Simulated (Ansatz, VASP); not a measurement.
# GaSi in VASP and in Ansatz

```
CELL_PARAMETERS angstrom
0.00000 2.82609 2.82609
2.82609 0.00000 2.82609
2.82609 2.82609 0.00000
ATOMIC_POSITIONS crystal
Ga 0.00000 0.00000 0.00000
Si 0.75000 0.75000 0.75000
```

Alike in both runs: functional PBE; k mesh 6 × 6 × 6; occupations gaussian, width 0.1 eV; no spin polarisation.

Ansatz relaxed the structure, and its values are those at the end. VASP's run is a single point on that final structure, the one shown.

```csv
,VASP,Ansatz
version,VASP 6.6.1,Ansatz 0.2.0
potentials or method,"VASP PAW PBE potentials, release 64 (Ga_d, Si)","scalar-relativistic, plane waves, PAW"
plane-wave cutoff (eV),520,420
valence electrons in the cell,17,17
```

|  | VASP | Ansatz | Ansatz less VASP |
| --- | --- | --- | --- |
| gap on the k mesh at the Fermi level (eV) | none | none | - |
| pressure (GPa) | 0.4 | 0.4 | -0.01 |

A gap of «none» marks a metal or a gap that the smearing closes. With one functional, cell and mesh, what is left measures potentials, basis and numerics.
